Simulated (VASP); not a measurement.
Calculation: PBEsol GGA, VASP's PBE PAW potentials (set 64) (plane waves; VASP).

VASP input:

INCAR:
```
PREC = Accurate
LREAL = .FALSE.   # projection in real space or not
GGA = PS   # PBEsol
ISIF = 2
LMAXMIX = 6
LASPH = .TRUE.
NELM = 100   # most electronic steps
SYSTEM = TcPt3
LCHARG = .FALSE.
ALGO = Normal   # blocked Davidson
ENCUT = 480   # plane-wave cut-off (eV)
LWAVE = .FALSE.
SIGMA = 0.1   # width (eV)
ISMEAR = 1   # Methfessel-Paxton
EDIFF = 1E-7
```

File POSCAR:
```
TcPt3
7.8635590
 -0.2451903783   0.2451903783   0.5000000092
  0.2451903783  -0.2451903783   0.5000000092
  0.2451903783   0.2451903783  -0.5000000092
Tc Pt
1 3
Cartesian
  0.0000000000   0.0000000000   0.0000000000
  0.0000000000   0.2451903783   0.2500000046
  0.2451903783  -0.0000000000   0.2245662283
  0.0000000000   0.0000000000   0.5000000092
```

### KPOINTS
```
Automatic mesh
0
Gamma
10 10 10
0 0 0
```

POTCAR, in this order: Tc_pv Pt (PBE.64 set). Program: vasp_std.

Output of the run:

File OSZICAR:
```
       N       E                     dE             d eps       ncg     rms          rms(c)
DAV:   1     0.345238461851E+03    0.34524E+03   -0.22345E+04  8886   0.156E+03
DAV:   2    -0.215856505653E+02   -0.36682E+03   -0.36144E+03  9800   0.395E+02
DAV:   3    -0.345354807638E+02   -0.12950E+02   -0.12586E+02 10741   0.716E+01
DAV:   4    -0.347688056984E+02   -0.23332E+00   -0.23171E+00  9680   0.927E+00
DAV:   5    -0.347727660960E+02   -0.39604E-02   -0.39556E-02 10340   0.118E+00    0.288E+01
DAV:   6    -0.327001687014E+02    0.20726E+01   -0.57140E+00  9134   0.177E+01    0.131E+01
DAV:   7    -0.326506494151E+02    0.49519E-01   -0.32823E+00 10097   0.133E+01    0.535E+00
DAV:   8    -0.324246913527E+02    0.22596E+00   -0.17462E+00  9943   0.924E+00    0.383E+00
DAV:   9    -0.324016715252E+02    0.23020E-01   -0.26707E-01  9909   0.353E+00    0.184E+00
DAV:  10    -0.323896584224E+02    0.12013E-01   -0.53248E-02  9591   0.198E+00    0.335E-01
DAV:  11    -0.323895545661E+02    0.10386E-03   -0.12319E-03  9269   0.277E-01    0.461E-02
DAV:  12    -0.323895569508E+02   -0.23847E-05   -0.85408E-05 10081   0.747E-02    0.205E-02
DAV:  13    -0.323895586690E+02   -0.17181E-05   -0.12977E-05  9563   0.319E-02    0.970E-03
DAV:  14    -0.323895594965E+02   -0.82756E-06   -0.54426E-06  9880   0.182E-02    0.350E-03
DAV:  15    -0.323895592444E+02    0.25216E-06   -0.20150E-07  5240   0.358E-03    0.530E-04
DAV:  16    -0.323895592582E+02   -0.13838E-07   -0.21859E-08  4476   0.123E-03
   1 F= -.32389559E+02 E0= -.32389882E+02  d E =0.967982E-03
```

### OUTCAR
```
------------------------ aborting loop because EDIFF is reached ----------------------------------------
  FORCE on cell =-STRESS in cart. coord.  units (eV):
  Direction    XX          YY          ZZ          XY          YZ          ZX
  --------------------------------------------------------------------------------------
  Total        1.0759023      1.2707463      1.3183914      0.0000000      0.0000000      0.0000000
  in kB       29.4841855     34.8237185     36.1293918      0.0000000      0.0000000      0.0000000
  external PRESSURE =      33.4790986 kB  Pullay stress =       0.0000000 kB
  volume of cell :       58.46
      direct lattice vectors                 reciprocal lattice vectors
    -1.928069006  1.928069006  3.931779572     0.000000000  0.259326818  0.127168879
     1.928069006 -1.928069006  3.931779572     0.259326818  0.000000000  0.127168879
     1.928069006  1.928069006 -3.931779572     0.259326818  0.259326818  0.000000000
 POSITION                                       TOTAL-FORCE (eV/Angst)
 -----------------------------------------------------------------------------------
      0.00000      0.00000      0.00000         0.000000     -0.000000     -1.022762
      0.00000      1.92807      1.96589         0.000000     -0.000000     -0.162706
      1.92807     -0.00000      1.76589        -0.000000      0.000000      2.616221
      0.00000      0.00000      3.93178         0.000000     -0.000000     -1.430753
 -----------------------------------------------------------------------------------
    total drift:                               -0.000000     -0.000000      0.000091
  FREE ENERGIE OF THE ION-ELECTRON SYSTEM (eV)
  ---------------------------------------------------
  free  energy   TOTEN  =       -32.3895592582 eV

  energy  without entropy=      -32.3905272400  energy(sigma->0) =      -32.38988192
```
(Selected blocks of OUTCAR.)

The structure comes from a computed database's TcPt3 entry (I4/mmm); how it stands against other phases isn't given here. This cell was strained or had an atom moved on purpose. The electron count is odd and the run is not spin-polarised, which forces a metal.
